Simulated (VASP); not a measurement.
Output of a VASP run:

OSZICAR:
```
       N       E                     dE             d eps       ncg     rms          rms(c)
DAV:   1     0.291681401084E+02    0.29168E+02   -0.58731E+03  3050   0.211E+03
DAV:   2    -0.126150990676E+02   -0.41783E+02   -0.39919E+02  2987   0.205E+02
DAV:   3    -0.131268527355E+02   -0.51175E+00   -0.51023E+00  3477   0.334E+01
DAV:   4    -0.131315529551E+02   -0.47002E-02   -0.46996E-02  3582   0.285E+00
DAV:   5    -0.131316164433E+02   -0.63488E-04   -0.63487E-04  3536   0.269E-01    0.799E+00
DAV:   6    -0.111838221009E+02    0.19478E+01   -0.29485E+01  3150   0.132E+02    0.591E+00
DAV:   7    -0.105402460534E+02    0.64358E+00   -0.59718E+00  3182   0.562E+01    0.503E-01
DAV:   8    -0.105377536907E+02    0.24924E-02   -0.13900E-01  3389   0.869E+00    0.957E-01
DAV:   9    -0.105296671301E+02    0.80866E-02   -0.15113E-01  3897   0.900E+00    0.661E-02
DAV:  10    -0.105305540786E+02   -0.88695E-03   -0.14811E-03  3582   0.555E-01    0.107E-01
DAV:  11    -0.105305268784E+02    0.27200E-04   -0.37505E-04  4226   0.360E-01    0.493E-02
DAV:  12    -0.105305315284E+02   -0.46501E-05   -0.55667E-04  3322   0.492E-01    0.234E-02
DAV:  13    -0.105305383467E+02   -0.68183E-05   -0.94907E-05  3314   0.190E-01    0.328E-03
DAV:  14    -0.105305404996E+02   -0.21529E-05   -0.40912E-07  3215   0.958E-03    0.222E-03
DAV:  15    -0.105305390114E+02    0.14883E-05   -0.13382E-06  3275   0.273E-02    0.278E-04
DAV:  16    -0.105305398225E+02   -0.81118E-06   -0.84958E-08  1988   0.427E-03    0.521E-04
DAV:  17    -0.105305397091E+02    0.11342E-06   -0.28392E-08  1562   0.359E-03    0.159E-04
DAV:  18    -0.105305397520E+02   -0.42892E-07   -0.37256E-09  1534   0.928E-04
   1 F= -.10530540E+02 E0= -.10530599E+02  d E =0.176603E-03
```

OUTCAR:
```
------------------------ aborting loop because EDIFF is reached ----------------------------------------
  FORCE on cell =-STRESS in cart. coord.  units (eV):
  Direction    XX          YY          ZZ          XY          YZ          ZX
  --------------------------------------------------------------------------------------
  Total       -0.3622226     -0.3622226     -0.3622226     -0.0000000     -0.0000000     -0.0000000
  in kB      -49.5514311    -49.5514311    -49.5514311     -0.0000000     -0.0000000     -0.0000000
  external PRESSURE =     -49.5514311 kB  Pullay stress =       0.0000000 kB
  volume of cell :       11.71
      direct lattice vectors                 reciprocal lattice vectors
     0.000000000  1.802464144  1.802464144    -0.277398029  0.277398029  0.277398029
     1.802464144  0.000000000  1.802464144     0.277398029 -0.277398029  0.277398029
     1.802464144  1.802464144  0.000000000     0.277398029  0.277398029 -0.277398029
 POSITION                                       TOTAL-FORCE (eV/Angst)
 -----------------------------------------------------------------------------------
      0.00000      0.00000      0.00000         0.000000      0.000000     -0.000000
 -----------------------------------------------------------------------------------
    total drift:                               -0.000000     -0.000000     -0.000000
  FREE ENERGIE OF THE ION-ELECTRON SYSTEM (eV)
  ---------------------------------------------------
  free  energy   TOTEN  =       -10.5305397520 eV

  energy  without entropy=      -10.5307163551  energy(sigma->0) =      -10.53059862
```
(Selected blocks of OUTCAR.)

POSCAR:
```
Cu
1
    0.0000000000     1.8024641439     1.8024641439
    1.8024641439     0.0000000000     1.8024641439
    1.8024641439     1.8024641439     0.0000000000
Cu
1
Direct
  0.0000000000   0.0000000000   0.0000000000
```

**Question.** Reconstruct the remaining input files.

**Answer.** One answer among several that fit: the input of the run itself, r2SCAN+rVV10, plane waves, VASP's PBE PAW potentials (set 64).

INCAR:
```
SYSTEM=Cu
PREC=Accurate; ENCUT=520; LREAL=F
LASPH=T
EDIFF=1E-7; NELM=100; ALGO=Normal
LMAXMIX=4; LMIXTAU=T
ISMEAR=1; SIGMA=0.1
METAGGA=R2SCAN; LUSE_VDW=T; BPARAM=11.95
CPARAM=0.0093
ISIF=2
LWAVE=F; LCHARG=F
```

**KPOINTS**
```
Automatic mesh
0
Gamma
17 17 17
0 0 0
```

POTCAR, in this order: Cu (PBE.64 set). Program: vasp_std.

The compound is Cu in the fcc structure. This cell is one point of a volume scan, at 1.03 of the reference volume.
